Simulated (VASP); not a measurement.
A convergence study with VASP on Ti (hcp): one setting is varied, all else stays as given below, so the limit is that of these other settings. The cell's lengths are 1 % over those of the tabulated start and one atom is moved, so it is off equilibrium.

```xyz
2
Lattice="1.4897 -2.5803 0.0000 1.4897 2.5803 0.0000 0.0000 0.0000 4.7268" Properties=species:S:1:pos:R:3 pbc="T T T"
Ti     1.4898     0.8601     1.1817
Ti     1.5504    -0.8601     3.5451
```

All values below come from LDA (Ceperley-Alder, Perdew-Zunger), VASP's LDA PAW potentials (set 64) (plane waves; VASP). The tightest run used: 850 eV cut-off, 16×16×9 Γ-centred mesh, first-order Methfessel-Paxton smearing of 0.10 eV, potentials Ti_sv.

```json
[
 {"setting": "ENCUT = 150", "E (eV/atom)": "-6.9886", "pressure (GPa)": "-230.91", "largest force (eV/Å)": "0.154", "plane waves": "162"},
 {"setting": "ENCUT = 250", "E (eV/atom)": "-8.4443", "pressure (GPa)": "-16.53", "largest force (eV/Å)": "0.085", "plane waves": "342"},
 {"setting": "ENCUT = 350", "E (eV/atom)": "-8.4493", "pressure (GPa)": "-13.13", "largest force (eV/Å)": "0.085", "plane waves": "558"},
 {"setting": "ENCUT = 450", "E (eV/atom)": "-8.4590", "pressure (GPa)": "-12.75", "largest force (eV/Å)": "0.083", "plane waves": "802"}
]
```

### Question
These are the cheaper rows. Estimate the results at ENCUT = 850, and how far the last row shown lies from them.

### Answer

| quantity | tightest run | last row shown is off by |
|---|---|---|
| E (eV/atom) | -8.4609 | 0.0019 |
| pressure (GPa) | -12.42 | -0.33 |
| largest force (eV/Å) | 0.083 | 0.000 |

Left out are rungs that failed or repeat a setting and relaxations that didn't move; long series are thinned to 24 rows.

The compound is Ti in the hcp structure. The cell was not relaxed at this level, it is distorted from the ideal structure.
